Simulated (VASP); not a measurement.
Level of theory: PBEsol GGA, VASP's PBE PAW potentials (set 64) (plane waves; VASP).

VASP input:

**KPOINTS**
```
k-points along high-symmetry lines
10
Line-mode
Reciprocal
  0.000000   0.000000   0.000000 ! GAMMA
  0.500000   0.000000   0.000000 ! M

  0.500000   0.000000   0.000000 ! M
  0.333333   0.333333   0.000000 ! K

  0.333333   0.333333   0.000000 ! K
  0.000000   0.000000   0.000000 ! GAMMA

  0.000000   0.000000   0.000000 ! GAMMA
  0.000000   0.000000   0.500000 ! A

  0.000000   0.000000   0.500000 ! A
  0.500000   0.000000   0.500000 ! L

  0.500000   0.000000   0.500000 ! L
  0.333333   0.333333   0.500000 ! H

  0.333333   0.333333   0.500000 ! H
  0.000000   0.000000   0.500000 ! A

  0.500000   0.000000   0.500000 ! L
  0.500000   0.000000   0.000000 ! M

  0.333333   0.333333   0.500000 ! H
  0.333333   0.333333   0.000000 ! K
```

**INCAR**
```
ALGO=Normal
EDIFF=1E-7
ENCUT=520
GGA=PS
ICHARG=11
ISMEAR=0
LASPH=.TRUE.
LCHARG=.FALSE.
LMAXMIX=4
LORBIT=11
LREAL=.FALSE.
LWAVE=.FALSE.
NELM=100
PREC=Accurate
SIGMA=0.05
SYSTEM=AlIn3N4
```

### POSCAR
```
AlIn3N4
1
    1.7134709480    -2.9678190131     0.0000000000
    1.7134709480     2.9678190131    -0.0000000000
    0.0000000000     0.0000000000    11.1846932415
In N Al
3 4 1
Direct
  0.6666670000   0.3333330000   0.2631998673
  0.3333330000   0.6666670000   0.0012502484
  0.6666670000   0.3333330000   0.7399283457
  0.6666670000   0.3333330000   0.4586037125
  0.3333330000   0.6666670000   0.1935746662
  0.6666670000   0.3333330000   0.9322173798
  0.3333330000   0.6666670000   0.6712418038
  0.3333330000   0.6666670000   0.5039839763
```

POTCAR, in this order: In_d N Al (PBE.64 set). Program: vasp_std. Read from the step before: CHGCAR.

Question: What will the output report for the number of irreducible k-points (NKPTS), number of bands (NBANDS), largest plane-wave count, number of space-group operations, FFT grid (NGX, NGY, NGZ)?

Answer: 
* **number of irreducible k-points (NKPTS)**: 90
* **number of bands (NBANDS)**: 37
* **largest plane-wave count**: 3098
* **number of space-group operations**: 6
* **FFT grid (NGX, NGY, NGZ)**: 28 × 28 × 84

The structure was generated: AlIn3N4 was put into an ordered model structure (P3m1), which need not be its known phase. It was relaxed first.
